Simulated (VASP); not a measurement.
Level of theory: rev-vdW-DF2, VASP's PBE PAW potentials (set 64) (plane waves; VASP 6.6.1).

Input for VASP

KPOINTS:
```
Automatic mesh
0
Gamma
 7 7 7
```

### POSCAR
```
KCl
1.0
  0.0000000000   3.1450000000   3.1450000000
  3.1450000000   0.0000000000   3.1450000000
  3.1450000000   3.1450000000   0.0000000000
K Cl
1 1
Cart
  0.0000000000   0.0000000000   0.0000000000
  3.1450000000   3.1450000000   3.1450000000
```

**INCAR**
```
SYSTEM = KCl
PREC = Accurate
ENCUT = 520
EDIFF = 1E-6
NELM = 100
ALGO = Normal
LREAL = .FALSE.
LASPH = .TRUE.
ISMEAR = 0
SIGMA = 0.05
GGA = MK
PARAM1 = 0.1234568
PARAM2 = 0.7114
ZAB_VDW = -1.8867
LUSE_VDW = .TRUE.
AGGAC = 0.0
LWAVE = .FALSE.
LCHARG = .FALSE.
IBRION = 2
ISIF = 3
NSW = 60
EDIFFG = -0.01
```

POTCAR, in this order: K_sv Cl (PBE.64 set). Program: vasp_std.

The run wrote:

### OSZICAR
```
       N       E                     dE             d eps       ncg     rms          rms(c)
DAV:   1     0.107854288555E+03    0.10785E+03   -0.73138E+03   488   0.119E+03
DAV:   2     0.295685852675E+01   -0.10490E+03   -0.97234E+02   584   0.276E+02
DAV:   3    -0.353303090605E+01   -0.64899E+01   -0.64592E+01   624   0.638E+01
DAV:   4    -0.376166986988E+01   -0.22864E+00   -0.22839E+00   852   0.110E+01
DAV:   5    -0.376324283004E+01   -0.15730E-02   -0.15729E-02   636   0.904E-01    0.356E+00
DAV:   6    -0.347473051690E+01    0.28851E+00   -0.54209E-01   592   0.407E+00    0.287E+00
DAV:   7    -0.345272705790E+01    0.22003E-01   -0.12090E-01   616   0.213E+00    0.164E+00
DAV:   8    -0.345754779215E+01   -0.48207E-02   -0.16941E-02   640   0.118E+00    0.186E-01
DAV:   9    -0.345776476914E+01   -0.21698E-03   -0.10953E-03   664   0.219E-01    0.906E-02
DAV:  10    -0.345801075045E+01   -0.24598E-03   -0.21284E-04   588   0.151E-01    0.857E-03
DAV:  11    -0.345801242644E+01   -0.16760E-05   -0.83470E-06   700   0.268E-02    0.452E-03
DAV:  12    -0.345801323085E+01   -0.80441E-06   -0.30929E-06   632   0.147E-02
   1 F= -.34580132E+01 E0= -.34580132E+01  d E =-.345801E+01
       N       E                     dE             d eps       ncg     rms          rms(c)
DAV:   1    -0.346338008604E+01   -0.53677E-02   -0.10864E-01   576   0.333E+00    0.472E-01
DAV:   2    -0.345925662410E+01    0.41235E-02   -0.10207E-02   604   0.921E-01    0.167E-01
DAV:   3    -0.345841905854E+01    0.83757E-03   -0.25206E-03   816   0.430E-01    0.136E-01
DAV:   4    -0.345843573716E+01   -0.16679E-04   -0.13715E-04   888   0.679E-02    0.668E-02
DAV:   5    -0.345845602438E+01   -0.20287E-04   -0.80911E-05   844   0.475E-02    0.974E-03
DAV:   6    -0.345845476245E+01    0.12619E-05   -0.23366E-06   588   0.155E-02    0.539E-03
DAV:   7    -0.345845620180E+01   -0.14394E-05   -0.97777E-07   424   0.847E-03    0.430E-03
DAV:   8    -0.345845569920E+01    0.50260E-06   -0.28449E-07   336   0.584E-03
   2 F= -.34584557E+01 E0= -.34584557E+01  d E =-.442468E-03
       N       E                     dE             d eps       ncg     rms          rms(c)
DAV:   1    -0.346712620906E+01   -0.86700E-02   -0.19031E-01   552   0.441E+00    0.622E-01
DAV:   2    -0.345992577475E+01    0.72004E-02   -0.17790E-02   580   0.122E+00    0.221E-01
DAV:   3    -0.345845858041E+01    0.14672E-02   -0.44495E-03   800   0.571E-01    0.179E-01
DAV:   4    -0.345848649648E+01   -0.27916E-04   -0.23714E-04   880   0.892E-02    0.883E-02
DAV:   5    -0.345851920152E+01   -0.32705E-04   -0.13936E-04   824   0.623E-02    0.128E-02
DAV:   6    -0.345851726757E+01    0.19340E-05   -0.40810E-06   620   0.204E-02    0.702E-03
DAV:   7    -0.345851924287E+01   -0.19753E-05   -0.17190E-06   560   0.104E-02    0.543E-03
DAV:   8    -0.345851858643E+01    0.65644E-06   -0.31845E-07   336   0.609E-03
   3 F= -.34585186E+01 E0= -.34585186E+01  d E =-.505356E-03
       N       E                     dE             d eps       ncg     rms          rms(c)
DAV:   1    -0.345990257836E+01   -0.13833E-02   -0.29559E-02   568   0.174E+00    0.250E-01
DAV:   2    -0.345879537600E+01    0.11072E-02   -0.27757E-03   592   0.480E-01    0.878E-02
DAV:   3    -0.345856671082E+01    0.22867E-03   -0.67742E-04   796   0.223E-01    0.731E-02
DAV:   4    -0.345856590652E+01    0.80430E-06   -0.39151E-05   908   0.362E-02    0.352E-02
DAV:   5    -0.345856583903E+01    0.67493E-07   -0.21917E-05   812   0.252E-02    0.541E-03
DAV:   6    -0.345856561281E+01    0.22623E-06   -0.54115E-07   396   0.803E-03
   4 F= -.34585656E+01 E0= -.34585656E+01  d E =-.552382E-03
```

**OUTCAR**
```
------------------------ aborting loop because EDIFF is reached ----------------------------------------
  FORCE on cell =-STRESS in cart. coord.  units (eV):
  Direction    XX          YY          ZZ          XY          YZ          ZX
  --------------------------------------------------------------------------------------
  Total       -0.0021363     -0.0021363     -0.0021363      0.0000000      0.0000000     -0.0000000
  in kB       -0.0556914     -0.0556914     -0.0556914      0.0000000      0.0000000     -0.0000000
  external PRESSURE =      -0.0556914 kB  Pullay stress =       0.0000000 kB
  volume of cell :       61.46
      direct lattice vectors                 reciprocal lattice vectors
     0.000000000  3.132240092  3.132240092    -0.159630164  0.159630164  0.159630164
     3.132240092 -0.000000000  3.132240092     0.159630164 -0.159630164  0.159630164
     3.132240092  3.132240092  0.000000000     0.159630164  0.159630164 -0.159630164
  FREE ENERGIE OF THE ION-ELECTRON SYSTEM (eV)
  ---------------------------------------------------
  free  energy   TOTEN  =        -3.4585656128 eV

  energy  without entropy=       -3.4585656128  energy(sigma->0) =       -3.45856561

 reached required accuracy - stopping structural energy minimisation
```
(Selected blocks of OUTCAR.)

### CONTCAR
```
KCl
   1.00000000000000
     0.0000000000000000    3.1322400919576050    3.1322400919576050
     3.1322400919576050   -0.0000000000000000    3.1322400919576050
     3.1322400919576050    3.1322400919576050    0.0000000000000000
  K               Cl
     1     1
Direct
     0.0000000000000000    0.0000000000000000    0.0000000000000000
     0.5000000000000000    0.5000000000000000    0.5000000000000000
```

The compound is KCl in the rock salt structure. This run relaxes it. Symmetry was kept, so distortions that lower it aren't found.
